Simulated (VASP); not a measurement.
# HgTe (F-43m): band edges, masses and strain, part 3 of 3

Wanted: where the band edges of HgTe lie, how heavy the carriers are and how strain moves the gap. The start is a cell from a database of measured crystal structures.

VASP 6.6.1, plane waves and PAW; the level of theory is named at each step.

Still holding for the runs below: The k-mesh is coarse for a metal.

So far. Step 3 (Bands on a dense mesh): At 4.6 GPa the cell is away from the equilibrium volume of this level: left free, it would expand. Step 5 (Orbitals for bands with HSE06): The run ends at a pressure of 5.09 GPa.

The database entry behind the starting cell differs from later determinations by our own check (about 0.5 % short), so it need not match the best structure at ambient conditions.

## Step 6: Bands with HSE06

This step: HSE06; plane waves and PAW (Hg, Te) (VASP 6.6.1).

A quarter of screened exact exchange corrects much of the semilocal gap error; its cost forces a coarser mesh.

INCAR reads:

```
SYSTEM = HgTe
PREC = Accurate
ENCUT = 400
EDIFF = 1E-06
NELM = 100
ISMEAR = 0
SIGMA = 0.02
LREAL = .FALSE.
ALGO = Normal
LHFCALC = .TRUE.
AEXX = 0.25
GGA = PE
HFSCREEN = 0.2
LASPH = .TRUE.
NBANDS = 15
PRECFOCK = Fast
LORBIT = 11
LWAVE = .FALSE.
LCHARG = .FALSE.
KPAR = 4
ISIF = 2
```

POSCAR reads:

```
HgTe
1.0
    0.0000000000      3.2145000000      3.2145000000
    3.2145000000      0.0000000000      3.2145000000
    3.2145000000      3.2145000000      0.0000000000
Hg Te
1 1
Direct
    0.0000000000      0.0000000000      0.0000000000
    0.7500000000      0.7500000000      0.7500000000
```

KPOINTS reads:

```
Automatic mesh
0
Gamma
4 4 4
0 0 0
```

KPOINTS_OPT reads:

```
Line mode
8
Line-mode
Reciprocal
  0.00000000   0.00000000   0.00000000 GAMMA
  0.50000000   0.00000000   0.50000000 X

  0.50000000   0.00000000   0.50000000 X
  0.50000000   0.25000000   0.75000000 W

  0.50000000   0.25000000   0.75000000 W
  0.37500000   0.37500000   0.75000000 K

  0.37500000   0.37500000   0.75000000 K
  0.00000000   0.00000000   0.00000000 GAMMA

  0.00000000   0.00000000   0.00000000 GAMMA
  0.50000000   0.50000000   0.50000000 L

  0.50000000   0.50000000   0.50000000 L
  0.62500000   0.25000000   0.62500000 U

  0.62500000   0.25000000   0.62500000 U
  0.50000000   0.25000000   0.75000000 W

  0.50000000   0.25000000   0.75000000 W
  0.50000000   0.50000000   0.50000000 L

  0.50000000   0.50000000   0.50000000 L
  0.37500000   0.37500000   0.75000000 K

  0.62500000   0.25000000   0.62500000 U
  0.50000000   0.00000000   0.50000000 X
```

PAW data sets: Hg and Te (PBE family, release 64).

The run starts from files that an earlier step left in the folder.

The run is started by

```sh
$ mpirun -np 4 vasp_std
```

Output:

```text
[banner, memory and clock lines left out]
running    4 mpi-ranks, on    1 nodes
 distrk:  each k-point on    1 cores,    4 groups
 distr:  one band on    1 cores,    1 groups

 POSCAR found type information on POSCAR HgTe
 POSCAR found :  2 types and       2 ions
 LDA part: xc-table for (Slater+PW92), standard interpolation
 found WAVECAR, reading the header
 POSCAR, INCAR and KPOINTS ok, starting setup
 FFT: planning ... GRIDC
 FFT: planning ... GRID_SOFT
 FFT: planning ... GRID
 reading WAVECAR
 the WAVECAR file was read successfully
 initial charge from wavefunction
 entering main loop
       N       E                     dE             d eps       ncg     rms          rms(c)
DAV:   1    -0.463114178623E+01   -0.46311E+01   -0.11488E+00   240   0.900E+00    0.994E+00
DAV:   2    -0.463569735329E+01   -0.45556E-02   -0.56713E-02   261   0.253E+00    0.627E+00
DAV:   3    -0.463504346278E+01    0.65389E-03   -0.52139E-03   283   0.773E-01    0.394E+00
DAV:   4    -0.463489262130E+01    0.15084E-03   -0.37821E-04   282   0.173E-01    0.235E+00
DAV:   5    -0.463483041650E+01    0.62205E-04   -0.48453E-05   268   0.531E-02    0.141E+00
DAV:   6    -0.463481902214E+01    0.11394E-04   -0.18263E-05   261   0.315E-02    0.842E-01
DAV:   7    -0.463481962237E+01   -0.60023E-06   -0.28765E-06   275   0.147E-02
   1 F= -.46348196E+01 E0= -.46345787E+01  d E =-.481845E-03
 Start KPOINTS_OPT (optional k-point list driver)
k-point batch [1-8\80]
       N       E                     dE             ncg
DAV:   1     0.367962097278E+03   -0.14870E+04      248
DAV:   2    -0.508282685001E+03   -0.87624E+03      261
DAV:   3    -0.551568560495E+03   -0.43286E+02      289
DAV:   4    -0.552316674134E+03   -0.74811E+00      381
DAV:   5    -0.552322022839E+03   -0.53487E-02      289
DAV:   6    -0.552322065558E+03   -0.42719E-04      346
DAV:   7    -0.552322066076E+03   -0.51846E-06      211
[...]
k-point batch [73-80\80]
       N       E                     dE             ncg
DAV:   1     0.281244412301E+03   -0.38023E+04      240
DAV:   2    -0.572638410078E+03   -0.85388E+03      268
DAV:   3    -0.611172723790E+03   -0.38534E+02      282
DAV:   4    -0.611827873877E+03   -0.65515E+00      367
DAV:   5    -0.611832275127E+03   -0.44012E-02      289
DAV:   6    -0.611832299093E+03   -0.23966E-04      360
DAV:   7    -0.611832299383E+03   -0.29000E-06      218
```

The job ended after 11 min (4 MPI ranks of Intel Xeon Platinum 8488C (Sapphire Rapids), shared host; peak memory 1.2 GiB; 44 min of CPU time).

Parts of OUTCAR (step 6):

```text
   k-points           NKPTS =      8   k-points in BZ     NKDIM =     64   number of bands    NBANDS=     15

   NELECT =      18.0000    total number of electrons

  exchange ACFDT corr.  =         0.00000000  see jH, gK, PRB 81, 115126

 E-fermi :   2.8293

 k-point     1 :       0.0000    0.0000    0.0000
  band No.  band energies     occupation
    ...
      6      -5.1836      2.00000
      7       2.7607      2.00000
      8       2.8226      1.36231
      9       2.8233      1.32945
     10       2.8237      1.30824
     11       7.7935      0.00000
     12       7.7935      0.00000
     13       7.7935      0.00000
     14      10.2350      0.00000
     15      13.3568      0.00000

  Total        1.3902755      1.3902755      1.3902755     -0.0000000     -0.0000000     -0.0000000
  in kB       33.5305866     33.5305866     33.5305866     -0.0000000     -0.0000000     -0.0000000
  external PRESSURE =      33.5305866 kB  Pullay stress =       0.0000000 kB

 POSITION                                       TOTAL-FORCE (eV/Angst)
 -----------------------------------------------------------------------------------
      0.00000      0.00000      0.00000        -0.000000     -0.000000     -0.000000
      4.82175      4.82175      4.82175         0.000000      0.000000      0.000000
 -----------------------------------------------------------------------------------
    total drift:                               -0.000086     -0.000387      0.000040

  FREE ENERGIE OF THE ION-ELECTRON SYSTEM (eV)
  ---------------------------------------------------
  free  energy   TOTEN  =        -4.6348196224 eV

  energy  without entropy=       -4.6343377772  energy(sigma->0) =       -4.63457870

[... 7 parts as in an earlier step ...]

[... 9 further parts left out ...]
```

The k-mesh is coarse for exact exchange; in a metal the Fermi energy and the levels can shift by several tenths of an eV on a finer one. The PAW data sets were made with PBE, which is usual practice but a small mismatch for other functionals.

Numbers from this step:

| Property | Result |
| --- | --- |
| SCF cycles | 7 |
| free energy (TOTEN) | -4.635 eV |
| energy at zero smearing | -4.635 eV |
| Fermi energy | 2.829 eV |
| pressure | 3.353 GPa |

Electronic bands along the path, in eV, zero at the Fermi level; # counts the bands kept, so #1 is VASP's band 2:

```csv
point,#5,#6,#7,#8,#9,#10,#11,#12
Γ,-8.01,-0.07,-0.01,-0.01,-0.01,4.96,4.96,4.96
0.57 of the way,-7.97,-4.08,-1.74,-1.74,2.72,3.54,7.61,7.61
X,-7.46,-5.98,-2.56,-2.56,2.59,3.04,9.35,10.11
0.57 of the way,-7.35,-6.01,-2.81,-2.76,3.38,4.01,7.84,7.86
W,-7.28,-6.04,-2.96,-2.88,4.07,5.34,6.12,6.92
0.43 of the way,-7.32,-6.01,-3.15,-2.53,3.64,4.95,6.83,7.34
K,-7.36,-5.99,-3.26,-2.13,2.96,4.81,7.93,8.20
0.43 of the way,-7.95,-4.51,-2.34,-0.86,2.70,5.52,5.97,6.07
Γ,-8.01,-0.07,-0.01,-0.01,-0.01,4.96,4.96,4.96
0.57 of the way,-8.01,-4.12,-0.74,-0.74,1.52,5.74,5.74,6.15
L,-7.63,-6.04,-1.12,-1.12,1.38,5.81,5.81,7.71
0.43 of the way,-7.57,-5.93,-2.28,-1.44,2.50,5.27,6.46,7.71
U,-7.36,-5.99,-3.26,-2.13,2.96,4.81,7.93,8.20
0.43 of the way,-7.34,-6.00,-3.20,-2.38,3.38,4.88,7.19,7.55
W,-7.28,-6.04,-2.96,-2.88,4.07,5.34,6.12,6.92
0.57 of the way,-7.55,-5.91,-2.47,-1.58,2.78,5.17,6.48,7.86
L,-7.63,-6.04,-1.12,-1.12,1.38,5.81,5.81,7.71
0.43 of the way,-7.57,-5.93,-2.28,-1.44,2.50,5.27,6.46,7.71
K,-7.36,-5.99,-3.26,-2.13,2.96,4.81,7.93,8.20
jump to U,-7.36,-5.99,-3.26,-2.13,2.96,4.81,7.93,8.20
0.43 of the way,-7.40,-6.00,-2.92,-2.41,2.81,3.70,8.50,9.15
X,-7.46,-5.98,-2.56,-2.56,2.59,3.04,9.35,10.11
```

Of the projections kept (Hg, Te), the largest for each band there; the rest of the weight can lie on other orbitals:

```csv
point,#5,#6,#7,#8,#9,#10,#11,#12
Γ,Hg 1.00,Hg 0.62,Te 0.75,Te 0.75,Te 0.75,Hg 0.71,Hg 0.71,Hg 0.71
X,Hg 0.91,Hg 0.72,Te 0.74,Te 0.74,Hg 0.59,Hg 0.64,Te 0.81,Te 0.52
W,Hg 0.91,Hg 0.66,Te 0.74,Te 0.66,Te 0.56,Te 0.68,Hg 0.64,Hg 0.54
K,Hg 0.91,Hg 0.66,Te 0.69,Te 0.72,Hg 0.57,Te 0.59,Te 0.58,Te 0.56
Γ,Hg 1.00,Hg 0.62,Te 0.75,Te 0.75,Te 0.75,Hg 0.71,Hg 0.71,Hg 0.71
L,Hg 0.95,Hg 0.53,Te 0.73,Te 0.73,Hg 0.62,Hg 0.61,Hg 0.61,Te 0.63
```

The electronic bands as a text plot (rows in eV, shown from -8.0 to 5.0 only):

```
    4.7 |**            ***     ******          **             *
    4.2 |  *        ***                           **
    3.6 |   ****   **  *                        **  *          *
    3.1 |       ****    ****                 ***           **** *
    2.5 |   *******         ***             *        *    *    **
    2.0 |  *                               *          *
    1.5 |                      *    *******            ***
    0.9 | *                     ** *
    0.4 |
   -0.2 |**                    ******
   -0.7 |  *                ****     ***
   -1.2 | * *              *    ** *    *****         *****
   -1.8 |    **           *   *     *      * **      **    ***
   -2.3 |  *   ****    ***  ** *            *  **   **    *   ***
   -2.9 |   *      ****    *         *       *   ****      **  *
   -3.4 |              ****   *               ***            **
   -3.9 |    **                       *
   -4.5 |                   **
   -5.0 |      *           *           *
   -5.6 |       *         *             *
   -6.1 |        *********               ************************
   -6.6 |
   -7.2 |        *********                    *******        ****
   -7.7 |   *********   *******         ********     ************
         Γ       X    W  K        Γ      L     U  W     L   K|U X
```

## Step 7: What came out

| Property | Result |
| --- | --- |
| gap, PBE | none |
| gap with spin-orbit coupling | none |
| gap, HSE06 without spin-orbit coupling | none |

What this shows: At this level the bands overlap or touch. Masses were not obtained, since there is no gap at this level. The strain response was not obtained, since there is no gap at this level.

[Lines on the potential files, build, host, timing and source positions are cut from VASP's logs without a mark.]

[Logs are printed without paths, hosts, clocks, repeated set-up lines and the standing remarks that a program may print on its own settings, such as how far it seeks lower states.]

[Hosts, paths, dates, database ids (printed as entryN), source tags and the programs' standing remarks are cut or masked in the printed files.]

[In band tables of VASP the shares of atoms and orbitals are scaled to a sum of 1 inside the atoms' spheres.]

[Gaps and slopes under strain along one axis are those of the sampled path and mesh points; where strain splits equal valleys, another of them can be the edge.]
